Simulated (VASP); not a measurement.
# Al2GaP3 (Cc) in VASP: single point with r2SCAN

Aim: the single point of Al2GaP3 with r2SCAN.

All numbers are computed with VASP 6.6.1; they aren't measurements. Logs are shortened: lines on timing, memory, paths and dates and some standing lists are left out, and cuts for length are marked.

### Step 1. The structure

It takes space group Cc (No. 9, monoclinic). Conventional cell: a = 6.744 Å, b = 11.680 Å, c = 6.744 Å, α = 90.00°, β = 109.48°, γ = 90.00°. Al (site symmetry 1) is surrounded by 4 P at 2.38 Å. Around Al (site symmetry 1) lie 4 P at 2.38 Å. Around Ga (site symmetry 1) lie 4 P at 2.39 Å. P (site symmetry 1) is surrounded by 3 Al at 2.38 Å and 1 Ga at 2.39 Å. Around P (site symmetry 1) lie 2 Al at 2.38 Å and 2 Ga at 2.39 Å. P (site symmetry 1) has 3 Al at 2.38 Å and 1 Ga at 2.39 Å as nearest neighbours.

The cell was built by a generator and needn't be a form met in nature.

### Step 2. Single point, r2SCAN

Contents of INCAR:

```
SYSTEM = Al2GaP3
PREC = Accurate
ENCUT = 520
EDIFF = 1E-6
ISMEAR = 0
SIGMA = 0.03
LREAL = .False.
LASPH = .True.
NELM = 150
ALGO = Normal
ISIF = 2
LWAVE = .False.
LCHARG = .False.
METAGGA = R2SCAN
LMIXTAU = .True.
KPAR = 8
```

Contents of KPOINTS:

```
regular mesh
0
Gamma
  6 6 4
  0 0 0
```

Contents of POSCAR:

```
Al2GaP3
1.0
    3.3721900000     -5.8399800000      0.0000000000
    3.3721900000      5.8399800000      0.0000000000
   -2.2492850000      0.0000000000      6.3580130000
Al Ga P
4 2 6
Direct
    0.4167190000      0.5834120000      0.9999560000
    0.7497190000      0.2497900000      0.9999610000
    0.5834120000      0.4167190000      0.4999560000
    0.2497900000      0.7497190000      0.4999610000
    0.0830920000      0.9166510000      0.9999700000
    0.9166510000      0.0830920000      0.4999700000
    0.7073170000      0.5406610000      0.8745890000
    0.0417420000      0.2091070000      0.8755180000
    0.3754330000      0.8748260000      0.8745570000
    0.5406610000      0.7073170000      0.3745890000
    0.2091070000      0.0417420000      0.3755180000
    0.8748260000      0.3754330000      0.3745570000
```

Potentials or basis: VASP PAW PBE potentials, release 64 (Al, Ga_d, P).

Run with:

```sh
cat potpaw_PBE.64/Al/POTCAR potpaw_PBE.64/Ga_d/POTCAR potpaw_PBE.64/P/POTCAR > POTCAR
mpirun -np 8 vasp_std > vasp.out
```

OUTCAR:

```text
SYSTEM = Al2GaP3
   PREC = Accurate
   ENCUT = 520
   EDIFF = 1E-6
   ISMEAR = 0
   LREAL = .False.
   LASPH = .True.
   NELM = 150
   ISIF = 2
   METAGGA = R2SCAN

 ion  position               nearest neighbor table
   1  0.417  0.583  1.000-  10 2.38   8 2.38   7 2.38   9 2.38
   2  0.750  0.250  1.000-   8 2.38  12 2.38   9 2.38   7 2.38
   3  0.583  0.417  0.500-   7 2.38  11 2.38  10 2.38  12 2.38
   4  0.250  0.750  0.500-  11 2.38   9 2.38  12 2.38  10 2.38
   5  0.083  0.917  1.000-   8 2.39  11 2.39   7 2.39   9 2.39
   6  0.917  0.083  0.500-  11 2.39   8 2.39  10 2.39  12 2.39
   7  0.707  0.541  0.875-   3 2.38   1 2.38   2 2.38   5 2.39
   8  0.042  0.209  0.876-   2 2.38   1 2.38   5 2.39   6 2.39
   9  0.375  0.875  0.875-   4 2.38   2 2.38   1 2.38   5 2.39
  10  0.541  0.707  0.375-   1 2.38   3 2.38   4 2.38   6 2.39
  11  0.209  0.042  0.376-   4 2.38   3 2.38   6 2.39   5 2.39
  12  0.875  0.375  0.375-   2 2.38   4 2.38   3 2.38   6 2.39

  LATTYP: Found a base centered monoclinic cell.
 ALAT       =     6.7443800000
 B/A-ratio  =     1.7318063336
 C/A-ratio  =     0.9999664812
 COS(beta)  =    -0.3335162603

  Lattice vectors:

 A1 = (   3.3721900000,  -5.8399800000,   0.0000000000)
 A2 = (   3.3721900000,   5.8399800000,   0.0000000000)
 A3 = (  -2.2492850000,   0.0000000000,   6.3580130000)

Analysis of symmetry for initial positions (statically):
=====================================================================
 Subroutine PRICEL returns:
 Original cell was already a primitive cell.

 Routine SETGRP: Setting up the symmetry group for a
 base centered monoclinic supercell.

 Subroutine GETGRP returns: Found  2 space group operations
 (whereof  1 operations were pure point group operations)
 out of a pool of  4 trial point group operations.

The static configuration has the point symmetry C_1 .
 The point group associated with its full space group is C_1h.

Analysis of symmetry for dynamics (positions and initial velocities):
=====================================================================
 Subroutine PRICEL returns:
 Original cell was already a primitive cell.

 Routine SETGRP: Setting up the symmetry group for a
 base centered monoclinic supercell.

 Subroutine GETGRP returns: Found  2 space group operations
 (whereof  1 operations were pure point group operations)
 out of a pool of  4 trial point group operations.

The dynamic configuration has the point symmetry C_1 .
 The point group associated with its full space group is C_1h.

 Subroutine INISYM returns: Found  2 space group operations
 (whereof  1 operations are pure point group operations),
 and found     1 'primitive' translations

----------------------------------------------------------------------------------------

                                     Primitive cell

  volume of cell :     250.4233

  direct lattice vectors                    reciprocal lattice vectors
     3.372190000 -5.839980000  0.000000000     0.148271598 -0.085616732  0.052454294
     3.372190000  5.839980000  0.000000000     0.148271598  0.085616732  0.052454294
    -2.249285000  0.000000000  6.358013000     0.000000000  0.000000000  0.157281843

  length of vectors
     6.743666050  6.743666050  6.744153937     0.179070222  0.179070222  0.157281843

  position of ions in fractional coordinates (direct lattice)
     0.416719000  0.583412000  0.999956000
     0.749719000  0.249790000  0.999961000
     0.583412000  0.416719000  0.499956000
     0.249790000  0.749719000  0.499961000
     0.083092000  0.916651000  0.999970000
     0.916651000  0.083092000  0.499970000
     0.707317000  0.540661000  0.874589000
     0.041742000  0.209107000  0.875518000
     0.375433000  0.874826000  0.874557000
     0.540661000  0.707317000  0.374589000
     0.209107000  0.041742000  0.375518000
     0.874826000  0.375433000  0.374557000

  ion indices of the primitive-cell ions
   primitive index   ion index
                 1           1
                 2           2
                 3           3
                 4           4
                 5           5
                 6           6
                 7           7
                 8           8
                 9           9
                10          10
                11          11
                12          12

----------------------------------------------------------------------------------------

 KPOINTS: regular mesh

Automatic generation of k-mesh.
 Grid dimensions read from file:
 generate k-points for:    6    6    4

 Generating k-lattice:

  Cartesian coordinates                     Fractional coordinates (reciprocal lattice)
     0.024711933 -0.014269455  0.008742382     0.166666667  0.000000000  0.000000000
     0.024711933  0.014269455  0.008742382     0.000000000  0.166666667  0.000000000
     0.000000000  0.000000000  0.039320461     0.000000000  0.000000000  0.250000000

  Length of vectors
     0.029845037  0.029845037  0.039320461

  Shift w.r.t. Gamma in fractional coordinates (k-lattice)
     0.000000000  0.000000000  0.000000000

 Subroutine IBZKPT returns following result:
 ===========================================

 Found     47 irreducible k-points:

 Following reciprocal coordinates:
            Coordinates               Weight
  0.000000  0.000000  0.000000      1.000000
  0.166667  0.000000 -0.000000      4.000000
  0.333333  0.000000 -0.000000      4.000000
  0.500000  0.000000  0.000000      2.000000
  0.166667  0.166667 -0.000000      2.000000
  0.333333  0.166667  0.000000      4.000000
[... 16 lines left out ...]
 -0.333333  0.166667  0.250000      4.000000
 -0.166667  0.166667  0.250000      4.000000
 [... further k-points ...]
   k-points           NKPTS =     47   k-points in BZ     NKDIM =     47   number of bands    NBANDS=     41
   number of dos      NEDOS =    301   number of ions     NIONS =     12
   total plane-waves  NPLWV = 125000
   dimension x,y,z NGX =    50 NGY =   50 NGZ =   50
   dimension x,y,z NGXF=   100 NGYF=  100 NGZF=  100
   ions per type =               4   2   6
   NGX,Y,Z   is equivalent  to a cutoff of  12.33, 12.33, 12.33 a.u.
   NGXF,Y,Z  is equivalent  to a cutoff of  24.65, 24.65, 24.65 a.u.
 SYSTEM =  Al2GaP3
   PREC   = accura    normal or accurate (medium, high low for compatibility)
   ISTART =      0    job   : 0-new  1-cont  2-samecut
   ICHARG =      2    charge: 1-file 2-atom 10-const
   ISPIN  =      1    spin polarized calculation?
   LNONCOLLINEAR =      F non collinear calculations
   LSORBIT =      F    spin-orbit coupling
   LASPH  =      T    aspherical Exc in radial PAW
   ENCUT  =  520.0 eV  38.22 Ry    6.18 a.u.  12.54 12.54 12.54*2*pi/ulx,y,z
   NELM   =    150;   NELMIN=  2; NELMDL= -5     # of ELM steps
   EDIFF  = 0.1E-05   stopping-criterion for ELM
   LREAL  =      F    real-space projection
   EDIFFG = 0.1E-04   stopping-criterion for IOM
   NSW    =      0    number of steps for IOM
   IBRION =     -1    ionic relax: 0-MD 1-quasi-New 2-CG
   NFREE  =      0    steps in history (QN), initial steepest desc. (CG)
   ISIF   =      2    stress and relaxation
   ISYM   =      2    0-nonsym 1-usesym 2-fastsym
   POTIM  = 0.5000    time-step for ionic-motion
   TEBEG  =    0.0;   TEEND  =   0.0 temperature during run
   PSTRESS=    0.0 pullay stress
   NELECT =      68.0000    total number of electrons
   NUPDOWN=      -1.0000    fix difference up-down
   EMIN   =  10.00;   EMAX   =-10.00  energy-range for DOS
   EFERMI =   0.00;   METHOD = LEGACY
   ISMEAR =     0;   SIGMA  =   0.03  broadening in eV -4-tet -1-fermi 0-gaus
   EFERMI_NEDOS =   21; number of points for ismear=-14 and -15
   IALGO  =     38    algorithm
   IMIX   =      4    mixing-type and parameters
     AMIX     =   0.40;   BMIX     =  1.00
     AMIX_MAG =   1.60;   BMIX_MAG =  1.00
  volume/ion in A,a.u.               =      20.87       140.83
  Fermi-wavevector in a.u.,A,eV,Ry     =   1.060115  2.003326 15.290815  1.123843
  Thomas-Fermi vector in A             =   2.195484
   LORBIT       =      0    0 simple, 1 ext, 2 COOP (PROOUT), +10 PAW based schemes
   METAGGA = R2SCAN    functional components
   LHFCALC =     F    Hartree Fock is set to
   AEXX    =    0.0000 exact exchange contribution
   IVDW    =     0    specifies the selected vdW correction
   LEPSILON=     F    determine dielectric tensor
   LRPA    =     F    only Hartree local field effects (RPA)
 non-spin polarized calculation
 Gauss-broadening in eV      SIGMA  =   0.03
  energy-cutoff  :      520.00
  volume of cell :      250.42
 maximum number of plane-waves:      6787
   NGX = 25   NGY = 25   NGZ = 25

 number of electron      68.0000021 magnetization

 Free energy of the ion-electron system (eV)
  ---------------------------------------------------
  ext. energy  EPLUGINS =         0.00000000
  ---------------------------------------------------
  free energy    TOTEN  =      -111.70129542 eV

  energy without entropy =     -111.70129542  energy(sigma->0) =     -111.70129542

 E-fermi :   4.3000     XC(G=0):  -9.8211

 val. band max:        4.1615748028   @ k =   0.0000   0.0000   0.0000
 cond. band min:       6.1245151790   @ k =   0.5000   0.5000  -0.0000
 fundamental gap:      1.9629403762
 Fermi energy:         4.3000490640

 k-point     1 :       0.0000    0.0000    0.0000
  band No.  band energies     occupation
      1     -10.5238      2.00000
      2     -10.5075      2.00000
      3     -10.4885      2.00000
      4     -10.4872      2.00000
      5     -10.4700      2.00000
      6     -10.4543      2.00000
[... 1045 lines left out ...]
     40       8.6055      0.00000
     41       8.6209      0.00000

 [... further k-points ...]

------------------------ aborting loop because EDIFF is reached ----------------------------------------

  FORCE on cell =-STRESS in cart. coord.  units (eV):
  Direction    XX          YY          ZZ          XY          YZ          ZX
  --------------------------------------------------------------------------------------
  -------------------------------------------------------------------------------------
  Total       -2.9537769     -2.9428469     -2.9567337      0.0000000      0.0000000     -0.0023728
  in kB      -18.8978966    -18.8279675    -18.9168137      0.0000000      0.0000000     -0.0151809
  external PRESSURE =     -18.8808926 kB  Pullay stress =       0.0000000 kB

 VOLUME and BASIS-vectors are now :
 -----------------------------------------------------------------------------
  energy-cutoff  :      520.00
  volume of cell :      250.42
      direct lattice vectors                 reciprocal lattice vectors
     3.372190000 -5.839980000  0.000000000     0.148271598 -0.085616732  0.052454294
     3.372190000  5.839980000  0.000000000     0.148271598  0.085616732  0.052454294
    -2.249285000  0.000000000  6.358013000     0.000000000  0.000000000  0.157281843

 POSITION                                       TOTAL-FORCE (eV/Angst)
 -----------------------------------------------------------------------------------
      1.12345      0.97348      6.35773         0.010045     -0.000670      0.002584
      1.12134     -2.91958      6.35777        -0.004175     -0.001205      0.002860
      2.24809     -0.97348      3.17873         0.010045      0.000670      0.002584
      2.24598      2.91958      3.17876        -0.004175      0.001205      0.002860
      1.12211      4.86797      6.35782        -0.003239      0.000300     -0.008366
      2.24675     -4.86797      3.17882        -0.003239     -0.000300     -0.008366
      2.24122     -0.97327      5.56065         0.045096     -0.000187      0.015877
     -1.12338      0.97741      5.56655        -0.022914     -0.036387     -0.029424
      2.24898      2.91645      5.56044        -0.024813      0.036883      0.016470
      3.36586      0.97327      2.38164         0.045096      0.000187      0.015877
      0.00126     -0.97741      2.38755        -0.022914      0.036387     -0.029424
      3.37363     -2.91645      2.38144        -0.024813     -0.036883      0.016470
 -----------------------------------------------------------------------------------
    total drift:                               -0.000564     -0.000000      0.007823

  FREE ENERGIE OF THE ION-ELECTRON SYSTEM (eV)
  ---------------------------------------------------
  free  energy   TOTEN  =      -111.7012954224 eV

  energy  without entropy=     -111.7012954224  energy(sigma->0) =     -111.70129542
```

Run time: 6.7 min. Hardware: 8 MPI ranks of Intel Xeon Platinum 8488C (Sapphire Rapids), shared host; peak memory 0.66 GiB.

What came out:

| Quantity | Value |
| --- | --- |
| Free energy | -111.7013 eV |
| Pressure | -1.9 GPa |
| Largest force | 0.052 eV/Å |
| Band gap on the k mesh | 1.96 eV, indirect (least direct gap 2.30 eV) |

Forces in eV/Å, atoms in the order of the input:
```
Al   0.010 -0.001  0.003
Al  -0.004 -0.001  0.003
Al   0.010  0.001  0.003
Al  -0.004  0.001  0.003
Ga  -0.003  0.000 -0.008
Ga  -0.003  0.000 -0.008
P    0.045  0.000  0.016
P   -0.023 -0.036 -0.029
P   -0.025  0.037  0.016
P    0.045  0.000  0.016
P   -0.023  0.036 -0.029
P   -0.025 -0.037  0.016
```

Caveat: the PAW data sets were made with another functional, which shifts forces and pressure a little. A k mesh can miss the band edges.
